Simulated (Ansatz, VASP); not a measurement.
# Na (ladder Na chain) in two plane-wave programs

Wanted: the spread between two codes on one cell, functional and k mesh. The structure shown is the start of the Ansatz relaxation below; VASP solves that cell, so the two are compared at the walk's first step.

Main program and level: Ansatz 0.2.0; plane waves, with VASP 6.6.1 beside it; single point at PBE and single point at PBEsol.

## Step 1: The starting structure

The cell holds 2 atoms: 2 Na. Its edges and angles: a = 13.500 Å, b = 12.000 Å, c = 3.249 Å, α = 90.0°, β = 90.0°, γ = 90.0°. Vacuum lies along a and b. The structure's axis is c.

## Step 2: Ansatz: relaxation, PBE

Ansatz runs on its default PAW (the set named soft_2) files.

The two programs are compared at the cell with which this relaxation starts, whose forces are those of its first step.

input.yaml

```yaml
crystal:
  lattice:
    - [13.5, 0.0, 0.0]
    - [0.0, 12.0, 0.0]
    - [0.0, 0.0, 3.24862]
  atoms:
    - { symbol: Na, position: [0.397202963, 0.5, 0.0] }
    - { symbol: Na, position: [0.602797037, 0.5, 0.5] }
kpoints:
  mp_grid: { grid: [1, 1, 25] }
scf:
  occupations: { method: fermi_dirac, width: 0.05 }
hamiltonian:
  xc: pbe
relax:
  cell: { fix: [a, b, alpha, beta, gamma] }
  max_steps: 60
```

Launch:

```
$ ansatz run input.yaml --threads 8 --pin off --max-ram 16384MiB --backend cpu --events-out ev --progress --plain --runs-dir out
```

Numbers of over 12 decimals in the logs are rounded to 6 here.

Log:

```text
Engine: ansatz 0.2.0, x86_64-unknown-linux-gnu
Pseudopotentials: kind: paw
Pseudopotential: Na, paw, valence charge 9, recommended cutoff 420 eV (normal), Na.paw.azcp
Functional definition: PBE
  parameter kappa = 0.804
  parameter beta = 0.066725
  exchange = pbe_x(kappa = kappa, mu = beta*pi^2/3)
  correlation = pbe_c(beta = beta)
Crystal: 2 atoms, lattice volume = 526.276 Å³
Basis set: ecut = 420 eV, 10327 PW (Γ), exchange–correlation on 192×162×48 points (8 copies of the dense FFT grid, shifted against one another)
Bands: 13, of which v1, the nominal top of the filled ones, is band 9 counted from 1 (8 counted from 0)
Symmetry: 8 space group operations
Space group: Pmma (ITA 51), of the structure as read, at distance tolerance 8.1e-5 Å
k-points: 13 of 25
Non-local potential: Na, projectors of the file, l = 0: 3, l = 1: 2, l = 2: 1
PAW form: soft (Blöchl's): semilocal exchange-correlation on the pseudo side does not see the compensation charge
PAW one-centre angular grid: Na, 110 points (default); XC on 64 Gauss nodes
Initial density: superposition of atomic densities (neutral atoms: chi_scale 0, normalization atom), corrected by the library's trained network
Initial wavefunctions: pseudopotential atomic-orbital guess
Functional: x = pbe(κ = 0.804, μ = 0.219515), c = pbe(β = 0.066725)
SCF iter   1: F=—  HF=-2971.818941 eV  |F-HF|=—  |Δ(HF+E_count)|=         —  Δρ=1.14e-3  dr2=6.35e-2  ethr=1.77e-3  ⟨swp⟩=7.0  Hψ=1145  notcnv=0
preconditioner: auto → LDOS  [insulator: Δε(μ)=0.133 eV  Ē_g=2.985 eV  σ=0.050 eV  W_gap=0.54  n_scr=30 (ndim 8)  ℏωp=2.3 eV  f_vac=0.733  D(μ)=1.77/eV (n_scr^D=8)  ε∞_Penn≈1.6  β→1.0]
SCF iter   2: F=—  HF=-2971.808746 eV  |F-HF|=—  |Δ(HF+E_count)|=   1.02e-2  Δρ=4.79e-4  dr2=2.28e-3  ethr=3.53e-4  ⟨swp⟩=2.5  Hψ=348  notcnv=0
SCF iter   3: F=—  HF=-2971.812433 eV  |F-HF|=—  |Δ(HF+E_count)|=   3.69e-3  Δρ=1.48e-4  dr2=1.07e-3  ethr=1.27e-5  ⟨swp⟩=2.0  Hψ=233  notcnv=0
SCF iter   4: F=—  HF=-2971.812353 eV  |F-HF|=—  |Δ(HF+E_count)|=   8.05e-5  Δρ=3.28e-5  dr2=2.65e-5  ethr=5.97e-6  ⟨swp⟩=1.8  Hψ=183  notcnv=0
SCF iter   5: F=—  HF=-2971.812345 eV  |F-HF|=—  |Δ(HF+E_count)|=   7.53e-6  Δρ=1.81e-5  dr2=2.94e-6  ethr=1.47e-7  ⟨swp⟩=1.9  Hψ=191  notcnv=0
SCF iter   6: F=—  HF=-2971.812347 eV  |F-HF|=—  |Δ(HF+E_count)|=   1.65e-6  Δρ=1.20e-5  dr2=4.59e-7  ethr=1.63e-8  ⟨swp⟩=2.0  Hψ=269  notcnv=0
SCF iter   7: F=-2971.812347 eV  HF=-2971.812347 eV  |F-HF|=2.05e-8  |Δ(HF+E_count)|=   7.88e-8  Δρ=1.68e-6  dr2=2.76e-8  ethr=5.56e-10  ⟨swp⟩=4.6  Hψ=585  notcnv=0
SCF 1 converged in 7 iterations: F = -2971.812347 eV  dr2 = 2.76e-8
  greatest PAW one-centre occupation: 0.999 electrons in one spin orbital (limit 2), on the Na atom at site 1 (counted from 0), in its partial waves of l = 0
relax step   1: F+E_penalty+E_count = -2971.81234683 eV  Δ(F+E_penalty+E_count) = +0.000e0 eV  max|allowed force component| = 2.999e-1 eV/Å  Δτ_max = 0.0000 Å  P = +0.212 GPa  Ω = 526.276 Å³  fix = [a, b, alpha, beta, gamma]  reactions: a +0.264, b -0.004 GPa  (7 SCF iters, dr2 threshold 1.00e-7 eV, accepted)
[...]
relax step   2: F+E_penalty+E_count = -2971.84652434 eV  Δ(F+E_penalty+E_count) = -3.418e-2 eV  max|allowed force component| = 2.033e-1 eV/Å  Δτ_max = 0.0473 Å  P = +0.162 GPa  Ω = 531.265 Å³  energy of the carried Pulay correction = -1.012e-5 eV  fix = [a, b, alpha, beta, gamma]  reactions: a +0.188, b -0.004 GPa  (5 SCF iters, dr2 threshold 2.00e-7 eV, accepted)
[...]
relax step   4: F+E_penalty+E_count = -2971.89934517 eV  Δ(F+E_penalty+E_count) = -6.349e-3 eV  max|allowed force component| = 2.684e-2 eV/Å  Δτ_max = 0.0514 Å  P = +0.002 GPa  Ω = 561.695 Å³  energy of the carried Pulay correction = -6.985e-5 eV  fix = [a, b, alpha, beta, gamma]  reactions: a -0.012, b -0.005 GPa  (6 SCF iters, dr2 threshold 7.97e-8 eV, accepted)
[...]
relax step   5: F+E_penalty+E_count = -2971.90082755 eV  Δ(F+E_penalty+E_count) = -1.482e-3 eV  max|allowed force component| = 1.061e-2 eV/Å  Δτ_max = 0.0283 Å  P = +0.007 GPa  Ω = 564.505 Å³  energy of the carried Pulay correction = -7.520e-5 eV  fix = [a, b, alpha, beta, gamma]  reactions: a +0.002, b -0.005 GPa  (5 SCF iters, dr2 threshold 4.50e-8 eV, accepted)
[...]
relax step   6: F+E_penalty+E_count = -2971.90147130 eV  Δ(F+E_penalty+E_count) = -6.438e-4 eV  max|allowed force component| = 8.043e-3 eV/Å  Δτ_max = 0.0306 Å  P = +0.005 GPa  Ω = 571.008 Å³  energy of the carried Pulay correction = -8.748e-5 eV  fix = [a, b, alpha, beta, gamma]  reactions: a +0.018, b -0.005 GPa  (6 SCF iters, dr2 threshold 7.04e-9 eV, accepted)
[...]
relax step   7: F+E_penalty+E_count = -2971.90182058 eV  Δ(F+E_penalty+E_count) = -3.493e-4 eV  max|allowed force component| = 8.032e-3 eV/Å  Δτ_max = 0.0000 Å  P = +0.007 GPa  Ω = 571.008 Å³  fix = [a, b, alpha, beta, gamma]  reactions: a +0.018, b -0.004 GPa  stress off target by 7.61e-3 GPa on what of the cell is left free  SCF on the basis re-selected at this cell (its energy is not comparable with the rows above)  (9 SCF iters)
basis re-selected at this cell: Δ(F+E_penalty+E_count) = -3.493e-4 eV, ΔP = +0.002 GPa vs the last step (what re-selecting the basis moved, of the pressure what is left beyond the Pulay correction that the steps carried, after the strain that the cell walked since its last selection, with what the two solves' SCF thresholds leave and, on support functions, any second-order correction that the steps lacked; it is no m [...]
SCF converged after 9 iterations
Free energy (F): -2971.901821 eV
Harris-Foulkes:  -2971.901821 eV  (|F-HF|=5.91e-12)
Internal energy: -2971.887334 eV  (E = F + TS)
E sigma→0 (E₀):  -2971.894577 eV
Entropy (-TS):   -0.014487 eV (-7.243 meV/atom)
Fermi energy:    -2.095784 eV
--- Per-component energies (eV) ---
  E_band       = -557.548828
  E_kinetic    = 239.819434
  E_local      = -4899.963806  (includes V_loc(G=0)·N_el)
  E_nonlocal   = 230.179480
  E_hartree    = 2024.813009
  E_xc         = -75.635444
  E_vxc        = -97.120986  (∫ρ·V_xc dr)
  E_paw        = -526.413649  (= ΣΔE_a)
  E_vpaw       = -80.089007  (= ΣTr[D̂ρ^β])
  E_aug_tail   = -0.000061  (compensation charges beyond the density's cutoff)
  E_ewald      = 35.313702
  E_smearing   = -0.014487  (= −TS)
  E_closure    = -0.000000  (closes the sum)
  Σ components = -2971.901821   (vs F -2971.901821, Δ=0.00e0)
--- Forces (eV/Å), atoms counted from 1 ---
  atom   1  Na    -0.00803207     0.00000000     0.00000000
  atom   2  Na     0.00803207     0.00000000     0.00000000
  max |Σ_I F_I| component: 1.73e-18 eV/Å
--- Stress (GPa, compression-positive) ---
        0.018300       0.000000       0.000000
        0.000000      -0.004478       0.000000
        0.000000       0.000000       0.007612
  P = ⅓ Tr σ = 0.0071 GPa (0.071 kbar)
--- Relaxed structure (6 steps of the walk, 6 accepted, 1 SCFs on fresh bases) ---
  F+E_penalty+E_count = -2971.90182058 eV   max|allowed force component| = 8.032e-3 eV/Å   (the final SCF, on the basis selected at the relaxed cell)
  cell:  # Å, volume = 571.0084 Å³
    - [13.5, 0.0, 0.0]
    - [0.0, 12.0, 0.0]
    - [0.0, 0.0, 3.524743]
  atoms:
    - { symbol: Na, position: [0.386231, 0.5, 0.0] }
    - { symbol: Na, position: [0.613769, 0.5, 0.5] }
```

## Step 3: VASP: single point, PBE, start cell, pair 1

The same cell, functional, mesh and smearing now go to VASP, with its own data sets.

Lines of VASP's logs that name or quote its potential files are left out, and so is its time.

INCAR

```
SYSTEM = Na
PREC = Accurate
ENCUT = 400
EDIFF = 1E-06
NELM = 120
ISMEAR = -1
SIGMA = 0.05
LREAL = .FALSE.
ALGO = Normal
GGA = PE
NBANDS = 13
LORBIT = 11
LWAVE = .FALSE.
LCHARG = .FALSE.
ISIF = 2
LASPH = .TRUE.
GGA_COMPAT = .FALSE.
KPAR = 2
```

POSCAR

```
Na
1.0
   13.5000000000      0.0000000000      0.0000000000
    0.0000000000     12.0000000000      0.0000000000
    0.0000000000      0.0000000000      3.2486200000
Na
2
Direct
    0.3972029630      0.5000000000      0.0000000000
    0.6027970370      0.5000000000      0.5000000000
```

KPOINTS

```
Automatic mesh
0
Gamma
1 1 25
0 0 0
```

The projector-augmented-wave data sets are Na_pv (PBE family, release 64).

Launch:

```
$ mpirun -np 2 vasp_std
```

Log:

```text
[banner, memory and clock lines left out]
running    2 mpi-ranks, on    1 nodes
 distrk:  each k-point on    1 cores,    2 groups
 distr:  one band on    1 cores,    1 groups

 POSCAR found type information on POSCAR Na
 POSCAR found :  1 types and       2 ions
 LDA part: xc-table for (Slater+PW92), standard interpolation
 POSCAR, INCAR and KPOINTS ok, starting setup
 FFT: planning ... GRIDC
 FFT: planning ... GRID_SOFT
 FFT: planning ... GRID
 WAVECAR not read
 entering main loop
       N       E                     dE             d eps       ncg     rms          rms(c)
DAV:   1     0.559457082892E+02    0.55946E+02   -0.59467E+03   482   0.564E+02
DAV:   2     0.484999007147E+00   -0.55461E+02   -0.55162E+02   403   0.220E+02
DAV:   3    -0.166593742177E+01   -0.21509E+01   -0.21493E+01   418   0.450E+01
DAV:   4    -0.170454544893E+01   -0.38608E-01   -0.38605E-01   440   0.691E+00
DAV:   5    -0.170536131399E+01   -0.81587E-03   -0.81584E-03   483   0.942E-01    0.816E-01
DAV:   6    -0.164271459159E+01    0.62647E-01   -0.22280E-02   358   0.944E-01    0.468E-01
DAV:   7    -0.160462094672E+01    0.38094E-01   -0.48453E-02   388   0.114E+00    0.137E-01
DAV:   8    -0.159996846906E+01    0.46525E-02   -0.14742E-02   408   0.470E-01    0.114E-01
DAV:   9    -0.159995936708E+01    0.91020E-05   -0.20547E-03   373   0.290E-01    0.477E-02
DAV:  10    -0.159964001786E+01    0.31935E-03   -0.12064E-03   388   0.183E-01    0.292E-02
DAV:  11    -0.160014920421E+01   -0.50919E-03   -0.27825E-04   378   0.111E-01    0.156E-02
DAV:  12    -0.160056049971E+01   -0.41130E-03   -0.21081E-04   338   0.680E-02    0.125E-02
DAV:  13    -0.160089212805E+01   -0.33163E-03   -0.17272E-04   363   0.559E-02    0.828E-03
DAV:  14    -0.160099598851E+01   -0.10386E-03   -0.18530E-05   373   0.211E-02    0.296E-03
DAV:  15    -0.160112280887E+01   -0.12682E-03   -0.26141E-05   368   0.142E-02    0.204E-03
DAV:  16    -0.160117539067E+01   -0.52582E-04   -0.11342E-05   383   0.101E-02    0.167E-03
DAV:  17    -0.160118521574E+01   -0.98251E-05   -0.48283E-06   378   0.627E-03    0.568E-04
DAV:  18    -0.160118683532E+01   -0.16196E-05   -0.30527E-07   319   0.246E-03    0.195E-04
DAV:  19    -0.160118705443E+01   -0.21912E-06   -0.26409E-08   289   0.119E-03
   1 F= -.16011871E+01 E0= -.15948756E+01  d E =-.126229E-01
```

OUTCAR, selected parts (step 3):

```text
ion  position               nearest neighbor table
   1  0.397  0.500  0.000-
   2  0.603  0.500  0.500-

  LATTYP: Found a simple orthorhombic cell.
 ALAT       =     3.2486200000
 B/A-ratio  =     3.6938761690
 C/A-ratio  =     4.1556106901

 Subroutine GETGRP returns: Found  8 space group operations
 (whereof  4 operations were pure point group operations)

The static configuration has the point symmetry C_2v.
 The point group associated with its full space group is D_2h.

 Found     13 irreducible k-points:

   k-points           NKPTS =     13   k-points in BZ     NKDIM =     13   number of bands    NBANDS=     13

   dimension x,y,z NGX =    90 NGY =   80 NGZ =   24
   dimension x,y,z NGXF=   180 NGYF=  160 NGZF=   48

   ENCUT  =  400.0 eV  29.40 Ry    5.42 a.u.  22.02 19.57  5.30*2*pi/ulx,y,z

   NELECT =      14.0000    total number of electrons

 k-points in reciprocal lattice and weights: Automatic mesh
   0.00000000  0.00000000  0.00000000       0.040
   0.00000000  0.00000000  0.04000000       0.080
   0.00000000  0.00000000  0.08000000       0.080
   0.00000000  0.00000000  0.12000000       0.080
   0.00000000  0.00000000  0.16000000       0.080
   0.00000000  0.00000000  0.20000000       0.080
   0.00000000  0.00000000  0.24000000       0.080
   0.00000000  0.00000000  0.28000000       0.080
   0.00000000  0.00000000  0.32000000       0.080
   0.00000000  0.00000000  0.36000000       0.080
   0.00000000  0.00000000  0.40000000       0.080
   0.00000000  0.00000000  0.44000000       0.080
   0.00000000  0.00000000  0.48000000       0.080

 average (electrostatic) potential at core
       1 -53.3614       2 -53.3614

 E-fermi :  -2.2495

 k-point     1 :       0.0000    0.0000    0.0000
  band No.  band energies     occupation
    ...
      4     -27.5446      2.00000
      5     -27.5384      2.00000
      6     -27.5246      2.00000
      7      -4.2168      2.00000
      8      -2.4789      1.97988
      9      -1.4643      0.00000
     10      -0.9682      0.00000
     11      -0.0702      0.00000
     12       0.0832      0.00000
     13       0.8207      0.00000

 k-point     2 :       0.0000    0.0000    0.0400
  band No.  band energies     occupation
    ...
      4     -27.5457      2.00000
      5     -27.5385      2.00000
      6     -27.5257      2.00000
      7      -4.1933      2.00000
      8      -2.4559      1.96832
      9      -1.4424      0.00000
     10      -0.9463      0.00000
     11      -0.0480      0.00000
     12       0.1060      0.00000
     13       0.8429      0.00000

 k-point     3 :       0.0000    0.0000    0.0800
  band No.  band energies     occupation
    ...
      4     -27.5488      2.00000
      5     -27.5389      2.00000
      6     -27.5291      2.00000
      7      -4.1228      2.00000
      8      -2.3871      1.88007
      9      -1.3767      0.00000
     10      -0.8808      0.00000
     11       0.0187      0.00000
     12       0.1743      0.00000
     13       0.9096      0.00000

  Total        0.7846336     -0.0979304      1.1522040      0.0000000      0.0000000      0.0000000
  in kB        2.3887108     -0.2981358      3.5077290      0.0000000      0.0000000      0.0000000
  external PRESSURE =       1.8661013 kB  Pullay stress =       0.0000000 kB

  energy-cutoff  :      400.00
  volume of cell :      526.28
      direct lattice vectors                 reciprocal lattice vectors
    13.500000000  0.000000000  0.000000000     0.074074074  0.000000000  0.000000000
     0.000000000 12.000000000  0.000000000     0.000000000  0.083333333  0.000000000
     0.000000000  0.000000000  3.248620000     0.000000000  0.000000000  0.307823014

 POSITION                                       TOTAL-FORCE (eV/Angst)
 -----------------------------------------------------------------------------------
      5.36224      6.00000      0.00000        -0.301093      0.000000      0.000000
      8.13776      6.00000      1.62431         0.301093      0.000000      0.000000
 -----------------------------------------------------------------------------------
    total drift:                                0.000000     -0.000000     -0.000000

  FREE ENERGIE OF THE ION-ELECTRON SYSTEM (eV)
  ---------------------------------------------------
  free  energy   TOTEN  =        -1.6011870544 eV

  energy  without entropy=       -1.5885641080  energy(sigma->0) =       -1.59487558

 total charge
# of ion       s       p       d       tot
------------------------------------------
    1        0.130   5.954   0.000   6.085
    2        0.130   5.954   0.000   6.085
--------------------------------------------------
tot          0.261  11.909   0.000  12.170

[... 3 further parts left out ...]
```

## Step 4: Comparison

Known differences besides the potentials themselves: the data sets hold 18 valence electrons in Ansatz (on its default PAW (the set named soft_2) files) and 14 in VASP; the cutoff is 420 eV in Ansatz and 400 eV in VASP. Total energies have different zeros and are not compared.

Forces (eV/Å; atoms numbered as in POSCAR):

```
atom        Ansatz x, y, z          VASP x, y, z
 Na1  -0.300, 0.000, 0.000  -0.301, 0.000, 0.000
 Na2   0.300, 0.000, 0.000   0.301, 0.000, 0.000
```

The forces differ by 0.7 meV/Å r.m.s., which is 0.4 % of the r.m.s. force of 0.174 eV/Å (both taken over all components).

## Step 5: Ansatz: relaxation, PBEsol

The two programs are compared at the cell with which this relaxation starts, whose forces are those of its first step.

The structure compared here is the start of the Ansatz relaxation; VASP solves that cell, so the two are compared at the walk's first step.

input.yaml, the sections that differ from step 2:

```yaml
crystal:
  lattice:
    - [13.5, 0.0, 0.0]
    - [0.0, 12.0, 0.0]
    - [0.0, 0.0, 3.24862]
  atoms:
    - { symbol: Na, position: [0.397202963, 0.5, 0.0], spin: 0.5 }
    - { symbol: Na, position: [0.602797037, 0.5, 0.5], spin: 0.5 }
magnetization:
  spin_polarized: true
hamiltonian:
  xc: pbesol
# kpoints, scf, relax: as in step 2
```

Launch:

```
$ ansatz run input.yaml --threads 8 --pin off --max-ram 16384MiB --backend cpu --events-out ev --progress --plain --runs-dir out
```

Log:

```text
[...]
Crystal: 2 atoms, lattice volume = 526.276 Å³
Basis set: ecut = 420 eV, 10327 PW (Γ), exchange–correlation on 192×162×48 points (8 copies of the dense FFT grid, shifted against one another)
Bands: 14, of which v1, the nominal top of the filled ones, is band 9 counted from 1 (8 counted from 0)
Symmetry: 8 space group operations
[...]
0.000000       0.000000       0.004378
  P = ⅓ Tr σ = 0.0011 GPa (0.011 kbar)
--- Relaxed structure (5 steps of the walk, 5 accepted, 1 SCFs on fresh bases) ---
[...]
cell:  # Å, volume = 568.7078 Å³
    - [13.5, 0.0, 0.0]
    - [0.0, 12.0, 0.0]
    - [0.0, 0.0, 3.510542]
  atoms:
    - { symbol: Na, position: [0.385543, 0.500000, 0.0] }
    - { symbol: Na, position: [0.614457, 0.500000, 0.500000] }
[key lines of the parts left out:]
SCF converged after 13 iterations
Magnetization: -0.0000 μB (9.0000 up, 9.0000 down)
Free energy (F): -2950.712204 eV
Fermi energy:    -2.091928 eV
```

(Part 1 of 2 ends here.)

[Lines on the potential files, build, host, timing and source positions are cut from VASP's logs without a mark.]

[Logs are printed without paths, hosts, clocks, repeated set-up lines and the standing remarks that a program may print on its own settings, such as how far it seeks lower states.]

[Hosts, paths, dates, database ids (printed as entryN), source tags and the programs' standing remarks are cut or masked in the printed files.]
